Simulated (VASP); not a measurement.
Output of a VASP run:

OSZICAR:
```
...
DAV:   8    -0.750597551518E+02    0.68958E-01   -0.11596E-01   540   0.316E+00    0.177E+00
DAV:   9    -0.750355449403E+02    0.24210E-01   -0.20046E-01   520   0.378E+00    0.276E-01
DAV:  10    -0.751311833308E+02   -0.95638E-01   -0.51061E-02   520   0.194E+00    0.314E-01
DAV:  11    -0.751260266516E+02    0.51567E-02   -0.57391E-03   540   0.772E-01    0.936E-02
DAV:  12    -0.751313215445E+02   -0.52949E-02   -0.34678E-03   520   0.488E-01    0.897E-02
DAV:  13    -0.751308572015E+02    0.46434E-03   -0.22317E-03   540   0.467E-01    0.431E-02
DAV:  14    -0.751312429685E+02   -0.38577E-03   -0.87471E-05   560   0.879E-02    0.406E-02
DAV:  15    -0.751314292610E+02   -0.18629E-03   -0.86203E-06   575   0.326E-02    0.412E-02
DAV:  16    -0.751317212188E+02   -0.29196E-03   -0.56297E-05   530   0.739E-02    0.411E-02
DAV:  17    -0.751319857695E+02   -0.26455E-03   -0.18010E-04   525   0.113E-01    0.496E-02
DAV:  18    -0.751319904752E+02   -0.47056E-05   -0.78940E-06   590   0.290E-02    0.394E-02
DAV:  19    -0.751319899587E+02    0.51652E-06   -0.28488E-06   498   0.174E-02
   1 F= -.75131990E+02 E0= -.75131878E+02  d E =-.751320E+02
       N       E                     dE             d eps       ncg     rms          rms(c)
DAV:   1    -0.759408755141E+02   -0.80889E+00   -0.18219E+01   545   0.545E+01    0.945E+00
DAV:   2    -0.752207338925E+02    0.72014E+00   -0.17285E+00   520   0.196E+01    0.304E+00
DAV:   3    -0.751736800503E+02    0.47054E-01   -0.17546E-01   525   0.497E+00    0.311E+00
DAV:   4    -0.751113119588E+02    0.62368E-01   -0.77405E-02   530   0.275E+00    0.457E-01
DAV:   5    -0.751547665160E+02   -0.43455E-01   -0.29950E-02   520   0.217E+00    0.299E-01
DAV:   6    -0.751462698953E+02    0.84966E-02   -0.99636E-03   520   0.112E+00    0.114E-01
DAV:   7    -0.751552271757E+02   -0.89573E-02   -0.81825E-03   520   0.108E+00    0.688E-02
DAV:   8    -0.751559202899E+02   -0.69311E-03   -0.12097E-03   520   0.377E-01    0.370E-02
DAV:   9    -0.751560819730E+02   -0.16168E-03   -0.24908E-04   540   0.168E-01    0.262E-02
DAV:  10    -0.751561436593E+02   -0.61686E-04   -0.29667E-05   525   0.711E-02    0.655E-03
DAV:  11    -0.751561344039E+02    0.92554E-05   -0.97785E-06   530   0.470E-02    0.832E-03
DAV:  12    -0.751561462455E+02   -0.11842E-04   -0.20808E-06   504   0.251E-02    0.441E-03
DAV:  13    -0.751561457005E+02    0.54494E-06   -0.83240E-07   365   0.113E-02
   2 F= -.75156146E+02 E0= -.75156033E+02  d E =-.241557E-01
       N       E                     dE             d eps       ncg     rms          rms(c)
DAV:   1    -0.752223938164E+02   -0.66248E-01   -0.13798E+00   550   0.144E+01    0.200E+00
DAV:   2    -0.751636462719E+02    0.58748E-01   -0.15688E-01   520   0.606E+00    0.632E-01
DAV:   3    -0.751603783223E+02    0.32679E-02   -0.14679E-02   525   0.136E+00    0.644E-01
DAV:   4    -0.751543179844E+02    0.60603E-02   -0.89278E-03   520   0.968E-01    0.937E-02
DAV:   5    -0.751596140521E+02   -0.52961E-02   -0.34330E-03   520   0.737E-01    0.661E-02
DAV:   6    -0.751592019039E+02    0.41215E-03   -0.61423E-04   520   0.279E-01    0.323E-02
DAV:   7    -0.751596369249E+02   -0.43502E-03   -0.56918E-04   520   0.297E-01    0.155E-02
DAV:   8    -0.751597440832E+02   -0.10716E-03   -0.13847E-04   520   0.141E-01    0.114E-02
DAV:   9    -0.751597700356E+02   -0.25952E-04   -0.17778E-05   540   0.450E-02    0.886E-03
DAV:  10    -0.751597709855E+02   -0.94983E-06   -0.18593E-06   490   0.164E-02
   3 F= -.75159771E+02 E0= -.75159659E+02  d E =-.277810E-01
```

### OUTCAR
```
------------------------ aborting loop because EDIFF is reached ----------------------------------------
  FORCE on cell =-STRESS in cart. coord.  units (eV):
  Direction    XX          YY          ZZ          XY          YZ          ZX
  --------------------------------------------------------------------------------------
  Total        0.0081890      0.0081890      0.0081890      0.0000000      0.0000000     -0.0000000
  in kB        0.1843675      0.1843675      0.1843675      0.0000000      0.0000000     -0.0000000
  external PRESSURE =       0.1843675 kB  Pullay stress =       0.0000000 kB
  volume of cell :       71.16
      direct lattice vectors                 reciprocal lattice vectors
    -0.000000000  3.289096068  3.289096068    -0.152017451  0.152017451  0.152017451
     3.289096068  0.000000000  3.289096068     0.152017451 -0.152017451  0.152017451
     3.289096068  3.289096068  0.000000000     0.152017451  0.152017451 -0.152017451
 POSITION                                       TOTAL-FORCE (eV/Angst)
 -----------------------------------------------------------------------------------
      0.00000      0.00000      0.00000        -0.000000     -0.000000     -0.000000
      4.93364      4.93364      4.93364         0.000000      0.000000      0.000000
 -----------------------------------------------------------------------------------
    total drift:                               -0.000000     -0.000000     -0.000000
  FREE ENERGIE OF THE ION-ELECTRON SYSTEM (eV)
  ---------------------------------------------------
  free  energy   TOTEN  =       -75.1597709855 eV

  energy  without entropy=      -75.1595461133  energy(sigma->0) =      -75.15965855

 reached required accuracy - stopping structural energy minimisation
```
(Selected blocks of OUTCAR.)

**POSCAR**
```
HgTe
1
    0.0000000000     3.2300000000     3.2300000000
    3.2300000000     0.0000000000     3.2300000000
    3.2300000000     3.2300000000     0.0000000000
Hg Te
1 1
Direct
  0.0000000000   0.0000000000   0.0000000000
  0.7500000000   0.7500000000   0.7500000000
```

### Question
Reconstruct the remaining input files.

### Answer
Several could match; the one computed here: the input of the run itself, r2SCAN meta-GGA, plane waves, VASP's PBE PAW potentials (set 64).

**INCAR**
```
SYSTEM = HgTe
PREC = Accurate; ENCUT = 480; LREAL = F
LASPH = T
EDIFF = 1E-6; NELM = 100; ALGO = Normal
LMAXMIX = 6; LMIXTAU = T
ISMEAR = 0; SIGMA = 0.05
METAGGA = R2SCAN
IBRION = 2; NSW = 60; ISIF = 3
EDIFFG = -0.01
LWAVE = F; LCHARG = F
```

**KPOINTS**
```
Regular mesh
0
gamma
7 7 7
0 0 0
```

POTCAR, in this order: Hg Te (PBE.64 set). Program: vasp_std.

Energy and stress use the plane-wave basis of the starting cell.

The compound is HgTe in the zinc blende structure. This run relaxes it. Symmetry was kept, so distortions that lower it aren't found.
